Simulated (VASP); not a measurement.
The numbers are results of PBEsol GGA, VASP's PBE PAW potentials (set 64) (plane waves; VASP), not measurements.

The input files of a VASP run:

**KPOINTS**
```
Automatic mesh
0
Gamma
14 14 8
0 0 0
```

### INCAR
```
# general
SYSTEM  = Ti
PREC    = Accurate
ENCUT   = 520
LREAL   = F
LASPH   = T

# electronic loop
EDIFF   = 1E-7
NELM    = 100
ALGO    = Normal
LMAXMIX = 4

# smearing
ISMEAR  = 1
SIGMA   = 0.1

# functional
GGA     = PS

# ions
IBRION  = 2
NSW     = 30
ISIF    = 4
EDIFFG  = -0.01

# output
LWAVE   = F
LCHARG  = F
```

**POSCAR**
```
Ti
1
    1.4630970066    -2.5341584081     0.0000000000
    1.4630970066     2.5341584081     0.0000000000
    0.0000000000     0.0000000000     4.6370590305
Ti
2
Direct
  0.3333330000   0.6666670000   0.2500000000
  0.6666670000   0.3333330000   0.7500000000
```

POTCAR, in this order: Ti_sv (PBE.64 set). Program: vasp_std.

Output of the run:

OSZICAR:
```
       N       E                     dE             d eps       ncg     rms          rms(c)
DAV:   1     0.246541796261E+03    0.24654E+03   -0.13651E+04  3840   0.187E+03
DAV:   2     0.930649617241E+01   -0.23724E+03   -0.23585E+03  3968   0.492E+02
DAV:   3    -0.178117935728E+02   -0.27118E+02   -0.26869E+02  7544   0.136E+02
DAV:   4    -0.189370566795E+02   -0.11253E+01   -0.11248E+01  3984   0.290E+01
DAV:   5    -0.190019532209E+02   -0.64897E-01   -0.64895E-01  6360   0.472E+00    0.125E+01
DAV:   6    -0.166778961340E+02    0.23241E+01   -0.85775E+00  4520   0.342E+01    0.305E+00
DAV:   7    -0.166524582127E+02    0.25438E-01   -0.91033E-01  5752   0.797E+00    0.206E+00
DAV:   8    -0.166782758850E+02   -0.25818E-01   -0.23060E-01  4512   0.651E+00    0.718E-01
DAV:   9    -0.166688825232E+02    0.93934E-02   -0.56162E-02  4648   0.273E+00    0.697E-02
DAV:  10    -0.166691982922E+02   -0.31577E-03   -0.25845E-03  6024   0.409E-01    0.926E-02
DAV:  11    -0.166692578533E+02   -0.59561E-04   -0.21573E-04  4496   0.135E-01    0.285E-02
DAV:  12    -0.166692510666E+02    0.67866E-05   -0.40568E-05  5280   0.551E-02    0.758E-03
DAV:  13    -0.166692512229E+02   -0.15625E-06   -0.11225E-06  4824   0.108E-02    0.210E-03
DAV:  14    -0.166692515347E+02   -0.31178E-06   -0.31930E-07  4504   0.455E-03    0.726E-04
DAV:  15    -0.166692515189E+02    0.15792E-07   -0.35576E-08  2496   0.178E-03
   1 F= -.16669252E+02 E0= -.16670023E+02  d E =-.166693E+02
       N       E                     dE             d eps       ncg     rms          rms(c)
DAV:   1    -0.166694208313E+02   -0.16930E-03   -0.90615E-03  4024   0.137E+00    0.889E-02
DAV:   2    -0.166693230244E+02    0.97807E-04   -0.52978E-04  3840   0.292E-01    0.462E-02
DAV:   3    -0.166692793998E+02    0.43625E-04   -0.15945E-04  5656   0.135E-01    0.543E-03
DAV:   4    -0.166692794483E+02   -0.48512E-07   -0.13270E-05  4496   0.534E-02    0.273E-03
DAV:   5    -0.166692794013E+02    0.46975E-07   -0.46604E-07  4680   0.767E-03
   2 F= -.16669279E+02 E0= -.16670051E+02  d E =-.278825E-04
```

OUTCAR:
```
------------------------ aborting loop because EDIFF is reached ----------------------------------------
  FORCE on cell =-STRESS in cart. coord.  units (eV):
  Direction    XX          YY          ZZ          XY          YZ          ZX
  --------------------------------------------------------------------------------------
  Total       -0.7223247     -0.7223247     -0.7424779      0.0000000      0.0000000     -0.0000000
  in kB      -33.6560790    -33.6560804    -34.5951022      0.0000000      0.0000000     -0.0000000
  external PRESSURE =     -33.9690872 kB  Pullay stress =       0.0000000 kB
  volume of cell :       34.39
      direct lattice vectors                 reciprocal lattice vectors
     1.463679460 -2.535167244  0.000000000     0.341604848 -0.197225647  0.000000000
     1.463679460  2.535167244 -0.000000000     0.341604848  0.197225647  0.000000000
    -0.000000000  0.000000000  4.633369249    -0.000000000  0.000000000  0.215825665
 POSITION                                       TOTAL-FORCE (eV/Angst)
 -----------------------------------------------------------------------------------
      1.46368      0.84506      1.15834        -0.000000      0.000000     -0.000000
      1.46368     -0.84506      3.47503         0.000000      0.000000      0.000000
 -----------------------------------------------------------------------------------
    total drift:                                0.000000      0.001059     -0.000021
  FREE ENERGIE OF THE ION-ELECTRON SYSTEM (eV)
  ---------------------------------------------------
  free  energy   TOTEN  =       -16.6692794013 eV

  energy  without entropy=      -16.6715936635  energy(sigma->0) =      -16.67005082

 reached required accuracy - stopping structural energy minimisation
```
(Selected blocks of OUTCAR.)

File CONTCAR:
```
Ti
   1.00000000000000
     1.4636794595694262   -2.5351672443235063    0.0000000000000000
     1.4636794595694262    2.5351672443235063   -0.0000000000000000
    -0.0000000000000000    0.0000000000000000    4.6333692488234579
  Ti
     2
Direct
     0.3333330000000032    0.6666669999999968    0.2500000000000000
     0.6666669999999968    0.3333330000000032    0.7500000000000000
```

OUTCAR:
```
 val. band max:        8.3169541484   @ k =   0.2143   0.2143   0.5000

 cond. band min:       8.3306960307   @ k =   0.2857   0.2857   0.3750


 Fermi energy:         8.3237435313

 k-point     1 :       0.0000    0.0000    0.0000
  band No.  band energies     occupation
      1     -48.3007      2.00000
      2     -48.1548      2.00000
      3     -25.0095      2.00000
      4     -24.3306      2.00000
      5     -24.3306      2.00000
      6     -24.2661      2.00000
      7     -24.2249      2.00000
      8     -24.2249      2.00000
      9       2.0802      2.00000
     10       5.5951      2.00000
     11       9.0926     -0.00000
     12       9.0926     -0.00000
     13       9.1294     -0.00000
     14       9.2129     -0.00000
     15       9.6014     -0.00000
     16       9.6014     -0.00000

 k-point     2 :       0.0714    0.0000    0.0000
  band No.  band energies     occupation
      1     -48.2953      2.00000
      2     -48.1527      2.00000
      3     -24.9978      2.00000
      4     -24.3547      2.00000
      5     -24.3387      2.00000
      6     -24.2711      2.00000
      7     -24.2500      2.00000
      8     -24.2280      2.00000
      9       2.2252      2.00000
     10       5.7103      2.00000
     11       8.8239     -0.00000
     12       8.8441     -0.00000
     13       9.1954     -0.00000
     14       9.4187     -0.00000
     15       9.5318     -0.00000
     16       9.6929     -0.00000

 k-point     3 :       0.1429    0.0000    0.0000
  band No.  band energies     occupation
      1     -48.2802      2.00000
      2     -48.1471      2.00000
      3     -24.9637      2.00000
      4     -24.4224      2.00000
      5     -24.3608      2.00000
      6     -24.3192      2.00000
      7     -24.2862      2.00000
      8     -24.2372      2.00000
      9       2.6469      2.00000
     10       6.0216      2.00000
     11       8.2562      1.90220
     12       8.4297     -0.06048
     13       9.3111     -0.00000
...
```

The compound is Ti in the hcp structure. This cell is one point of a volume scan, at 1.03 of the reference volume. Symmetry was kept, so distortions that lower it aren't found.
